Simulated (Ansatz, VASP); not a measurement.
# Cross-check of Cu (Cu(110)) between VASP and Ansatz, part 2 of 2

One calculation is typed for both programs; each brings its own data sets and cutoff. How far apart do they land?

VASP 6.6.1 and Ansatz 0.2.0.

So far: Starting point; VASP: single point, PBEsol.

## 3. Ansatz: single point, PBEsol

Level of this step: Ansatz beside VASP: Kohn-Sham DFT, plane waves, PBEsol (Ansatz).

Ansatz runs on its default PAW (the set named soft_2) files.

The same cell, functional, mesh and smearing now go to Ansatz, which takes its cutoff from its data sets.

Contents of input.yaml:

```yaml
crystal:
  lattice:
    - [3.5638568524, 0.0, 0.0]
    - [0.0, 2.5200273475, 0.0]
    - [0.0, 0.0, 25.08010939]
  atoms:
    - { symbol: Cu, position: [0.0, 0.0, 0.3029084695] }
    - { symbol: Cu, position: [0.5, 0.5, 0.3483929174] }
    - { symbol: Cu, position: [0.0, 0.0, 0.4006011552] }
    - { symbol: Cu, position: [0.5, 0.5, 0.4500255836] }
    - { symbol: Cu, position: [0.0, 0.0, 0.5] }
    - { symbol: Cu, position: [0.5, 0.5, 0.5499744164] }
    - { symbol: Cu, position: [0.0, 0.0, 0.5993988448] }
    - { symbol: Cu, position: [0.5, 0.5, 0.6516070826] }
    - { symbol: Cu, position: [0.0, 0.0, 0.6970915305] }
hamiltonian:
  xc: pbesol
  pseudopotentials: { kind: paw }
kpoints:
  mp_grid: { grid: [9, 12, 1] }
scf:
  occupations: { method: methfessel_paxton, width: 0.15 }
  n_extra_bands: 6
efield:
  axis: 3
  dipole_correction: true
  ramp_width: 0.04
output:
  forces: true
  eigenvalues: true
```

Launch:

```sh
$ ansatz run input.yaml --threads 4 --pin off --max-ram 9216MiB --backend cpu --events-out ev --progress --plain --runs-dir out
```

Numbers of over 12 decimals in the logs are rounded to 6 here.

Log:

```text
scf.n_extra_bands = 6 over 86 filled bands (N_el = 171.0): the run solves 92 bands
Engine: ansatz 0.2.0, x86_64-unknown-linux-gnu
Pseudopotentials: kind: paw
Pseudopotential: Cu, paw, valence charge 19, recommended cutoff 420 eV (normal), Cu.paw.azcp
Functional definition: PBEsol
  exchange = pbesol_x
  correlation = pbesol_c
Crystal: 9 atoms, lattice volume = 225.245 Å³
Basis set: ecut = 420 eV, 4405 PW (Γ), exchange–correlation on 48×36×360 points (8 copies of the dense FFT grid, shifted against one another)
Bands: 92, of which v1, the nominal top of the filled ones, is band 86 counted from 1 (85 counted from 0)
Symmetry: 4 space group operations
k-points: 35 of 108
Non-local potential: Cu, projectors of the file, l = 0: 3, l = 1: 2, l = 2: 3, l = 3: 1
PAW form: soft (Blöchl's): semilocal exchange-correlation on the pseudo side does not see the compensation charge
PAW frozen core: Cu, regenerated for the run's functional, and the local potential with it (the file was generated under x = pbe(κ = 0.804, μ = 0.219515), c = pbe(β = 0.066725))
PAW one-centre angular grid: Cu, 590 points (default); XC on 64 Gauss nodes
Initial density: superposition of atomic densities (neutral atoms: chi_scale 0, normalization atom), corrected by the library's trained network
Initial wavefunctions: pseudopotential atomic-orbital guess
Functional: x = pbesol(κ = 0.804, μ = 0.123457), c = pbesol(β = 0.046)
SCF iter   1: F=—  HF=-59296.854069 eV  |F-HF|=—  |Δ(HF+E_count)|=         —  Δρ=1.52e-2  dr2=3.94e-1  ethr=1.77e-3  p=0.000 e·Å  D=3.36e-13 V/Å  ΔV_dip=-0.00 eV  dr2_dipole=1.59e-9  V_vac-E_F(+/−)=4.31/4.31 eV  ⟨swp⟩=6.2  Hψ=12775  notcnv=0
efield: sawtooth ramp at fractional position 0.9800 (placed from the atoms, in the widest stretch of the axis that holds none; the zero of the levels goes with the place), width 0.0400; the density the first Hamiltonian is built on has a dipole p = 0.000 e·Å; the dipole correction subtracts the counter field D = 3.36e-13 V/Å, which shifts the + side's vacuum level by -0.00 eV against the − side's; the planar-averaged density in the ramp window peaks in size at 1.5e-5 e/Å³
preconditioner: auto → LDOS  [metal: Δε(μ)=0.013 eV  Ē_g=5.483 eV  σ=0.150 eV  W_gap=0.07  n_scr=64 (ndim 8)  ℏωp=24.6 eV  f_vac=0.513  D(μ)=2.38/eV (n_scr^D=10)  β→1.0]
SCF iter   2: F=—  HF=-59297.458917 eV  |F-HF|=—  |Δ(HF+E_count)|=   6.05e-1  S|Δr|=    0.00e0  Δρ=4.54e-2  dr2=2.60e0  ethr=2.30e-4  p=-0.000 e·Å  D=-7.99e-6 V/Å  ΔV_dip=0.00 eV  dr2_dipole=6.33e-8  V_vac-E_F(+/−)=4.78/4.78 eV  ⟨swp⟩=3.0  Hψ=7935  notcnv=0  defer=46  recentre
SCF iter   3: F=—  HF=-59296.798509 eV  |F-HF|=—  |Δ(HF+E_count)|=   6.60e-1  S|Δr|=    0.00e0  Δρ=2.58e-3  dr2=1.30e-2  ethr=2.30e-4  p=-0.000 e·Å  D=-9.05e-7 V/Å  ΔV_dip=0.00 eV  dr2_dipole=8.99e-10  V_vac-E_F(+/−)=4.46/4.46 eV  ⟨swp⟩=2.7  Hψ=7098  notcnv=0  defer=30
SCF iter   4: F=—  HF=-59296.795593 eV  |F-HF|=—  |Δ(HF+E_count)|=   2.92e-3  S|Δr|=    0.00e0  Δρ=8.10e-4  dr2=1.29e-3  ethr=7.63e-6  p=0.000 e·Å  D=5.76e-7 V/Å  ΔV_dip=-0.00 eV  dr2_dipole=3.81e-10  V_vac-E_F(+/−)=4.48/4.48 eV  ⟨swp⟩=2.6  Hψ=5385  notcnv=0  defer=21
SCF iter   5: F=—  HF=-59296.795451 eV  |F-HF|=—  |Δ(HF+E_count)|=   1.42e-4  S|Δr|=    0.00e0  Δρ=2.51e-4  dr2=9.16e-5  ethr=7.56e-7  p=0.000 e·Å  D=7.34e-7 V/Å  ΔV_dip=-0.00 eV  dr2_dipole=3.38e-12  V_vac-E_F(+/−)=4.48/4.48 eV  ⟨swp⟩=2.0  Hψ=4863  notcnv=0  defer=22
SCF iter   6: F=—  HF=-59296.795538 eV  |F-HF|=—  |Δ(HF+E_count)|=   8.66e-5  S|Δr|=    0.00e0  Δρ=9.67e-5  dr2=1.91e-5  ethr=5.35e-8  p=0.000 e·Å  D=2.84e-7 V/Å  ΔV_dip=-0.00 eV  dr2_dipole=3.99e-11  V_vac-E_F(+/−)=4.48/4.48 eV  ⟨swp⟩=3.1  Hψ=6494  notcnv=0  defer=23
SCF iter   7: F=—  HF=-59296.795549 eV  |F-HF|=—  |Δ(HF+E_count)|=   1.07e-5  S|Δr|=    0.00e0  Δρ=5.22e-5  dr2=4.35e-6  ethr=1.12e-8  p=0.000 e·Å  D=4.55e-8 V/Å  ΔV_dip=-0.00 eV  dr2_dipole=7.32e-15  V_vac-E_F(+/−)=4.48/4.48 eV  ⟨swp⟩=2.1  Hψ=4881  notcnv=0  defer=24
SCF iter   8: F=—  HF=-59296.795551 eV  |F-HF|=—  |Δ(HF+E_count)|=   1.93e-6  S|Δr|=    0.00e0  Δρ=1.33e-5  dr2=4.33e-7  ethr=2.54e-9  p=0.000 e·Å  D=5.47e-8 V/Å  ΔV_dip=-0.00 eV  dr2_dipole=3.95e-13  V_vac-E_F(+/−)=4.48/4.48 eV  ⟨swp⟩=2.0  Hψ=4715  notcnv=0  defer=25
SCF iter   9: F=—  HF=-59296.795551 eV  |F-HF|=—  |Δ(HF+E_count)|=   7.77e-7  S|Δr|=    0.00e0  Δρ=1.18e-5  dr2=2.25e-7  ethr=5.85e-11  p=0.000 e·Å  D=3.66e-9 V/Å  ΔV_dip=-0.00 eV  dr2_dipole=8.53e-14  V_vac-E_F(+/−)=4.48/4.48 eV  ⟨swp⟩=10.0  Hψ=15365  notcnv=0
SCF iter  10: F=-59296.795551 eV  HF=-59296.795551 eV  |F-HF|=3.13e-8  |Δ(HF+E_count)|=   3.50e-8  S|Δr|=    0.00e0  Δρ=4.91e-6  dr2=4.61e-8  ethr=5.85e-11  p=0.000 e·Å  D=7.28e-9 V/Å  ΔV_dip=-0.00 eV  dr2_dipole=1.01e-13  V_vac-E_F(+/−)=4.48/4.48 eV  ⟨swp⟩=3.7  Hψ=12910  notcnv=0
SCF 1 converged in 10 iterations: F = -59296.795551 eV  dr2 = 4.61e-8
  greatest PAW one-centre occupation: 1.000 electrons in one spin orbital (limit 2), on the Cu atom at site 8 (counted from 0), in its partial waves of l = 0
SCF converged after 10 iterations
Stability not checked: this state was not tested for a lower state beside it, because cold or Methfessel-Paxton smearing, or corrected tetrahedra, fill the levels in a way that the test cannot read (fill_not_monotonic; see scf.lower_state_search)
Free energy (F): -59296.795551 eV
Harris-Foulkes:  -59296.795551 eV  (|F-HF|=3.13e-8)
Internal energy: -59296.796193 eV  (E = F + TS)
E sigma→0 (E₀):  -59296.795712 eV
Entropy (-TS):   0.000642 eV (0.071 meV/atom)
Fermi energy:    5.485830 eV
Dipole field:    D = 0.000000 V/Å  (p = 0.000001 e·Å, saw-weighted, corrected)
Work function:   Φ+ = 4.4797 eV   Φ− = 4.4797 eV
Levels:          The Fermi level and band energies are counted from a zero that moves with the ramp; work functions are not
--- Per-component energies (eV) ---
  E_band       = -5144.082325
  E_kinetic    = 2703.776680
  E_local      = -413595.693637  (includes V_loc(G=0)·N_el)
  E_nonlocal   = 3529.603340
  E_hartree    = 203654.035803
  E_xc         = -799.889518
  E_vxc        = -1036.667608  (∫ρ·V_xc dr)
  E_paw        = -14641.581180  (= ΣΔE_a)
  E_vpaw       = -4053.255173  (= ΣTr[D̂ρ^β])
  E_aug_tail   = 0.002165  (compensation charges beyond the density's cutoff)
  E_efield     = 0.000000  (sawtooth field / dipole correction)
  E_vefield    = 0.000000  (∫n·V_field dr)
  E_ewald      = 159851.094335
  E_core_change = 1.855820  (= ΣΔE_core)
  E_smearing   = 0.000642  (= −TS)
  E_closure    = -0.000000  (closes the sum)
  Σ components = -59296.795551   (vs F -59296.795551, Δ=0.00e0)
--- Forces (eV/Å), atoms counted from 1 ---
  atom   1  Cu     0.00000000     0.00000000     0.02609394
  atom   2  Cu     0.00000000     0.00000000     0.00694100
  atom   3  Cu     0.00000000     0.00000000    -0.01805535
  atom   4  Cu     0.00000000     0.00000000    -0.03089814
  atom   5  Cu     0.00000000     0.00000000    -0.00000003
  atom   6  Cu     0.00000000     0.00000000     0.03089804
  atom   7  Cu     0.00000000     0.00000000     0.01805535
  atom   8  Cu     0.00000000     0.00000000    -0.00694101
  atom   9  Cu     0.00000000     0.00000000    -0.02609394
  max |Σ_I F_I| component: 1.29e-7 eV/Å
--- Band table (eV; the first three rows and the last of 35) ---
  k-point 0: bands = [... 82 lower, 3.9195, 4.1075, 4.1196, 4.5812, 5.7623, 7.4209, 7.6174, 8.7693, ... 2 higher]
  k-point 1: bands = [... 82 lower, 3.9797, 4.0211, 4.1062, 4.6580, 5.8996, 7.7717, 7.8236, 9.0690, ... 2 higher]
  k-point 2: bands = [... 82 lower, 4.0416, 4.0657, 4.0715, 4.8817, 6.2993, 8.2124, 8.8293, 9.8909, ... 2 higher]
  k-point 34: bands = [... 82 lower, 5.1466, 6.2897, 6.4717, 7.8251, 8.0306, 9.4854, 9.6444, 9.6691, ... 2 higher]
```

Wall time 26 s (4 threads of AMD EPYC 7R13 (Zen 3), shared host); peak memory 1.1 GiB; 100 s of CPU time.

In the SCF lines HF is the Harris–Foulkes energy and dr2 the Hartree energy of the density residual, in eV; the loop may stop once dr2 is under the threshold and the program's other checks hold. Hψ counts applications of the Hamiltonian.

## 4. Comparison

Known differences besides the potentials themselves: the data sets hold 171 valence electrons in Ansatz (default PAW (the set named soft_2) files) and 99 in VASP; the cutoff is 420 eV in Ansatz and 330 eV in VASP (PREC = Normal); Ansatz makes its cores anew for this functional, VASP keeps those of its PBE data sets. Total energies have different zeros and are not compared.

The two programs side by side:

| quantity | Ansatz | VASP | difference |
| --- | --- | --- | --- |
| work function, lower of the two faces (eV) | 4.48 | 4.43 | +0.05 |
| work function, higher of the two faces (eV) | 4.48 | 4.43 | +0.05 |

At this near-relaxed geometry the largest component of a force difference is 22 meV/Å. VASP's log warns that it found no field-free region in the vacuum, so its work functions are uncertain.

## 5. Results

```json
{"difference in work function, higher of the two faces (single point, PBEsol)": "0.050 eV", "r.m.s. force difference (single point, PBEsol)": "7.8 meV/Å"}
```

What this shows: The r.m.s. force difference is 7.8 meV/Å (single point, PBEsol), within the 12 meV/Å picked in this series as the mark of a large difference. How closely two codes agree says nothing of how well the functional describes the real material.

[Lines on the potential files, build, host, timing and source positions are cut from VASP's logs without a mark.]

[Logs are printed without paths, hosts, clocks, repeated set-up lines and the standing remarks that a program may print on its own settings, such as how far it seeks lower states.]

[Hosts, paths, dates, database ids (printed as entryN), source tags and the programs' standing remarks are cut or masked in the printed files.]
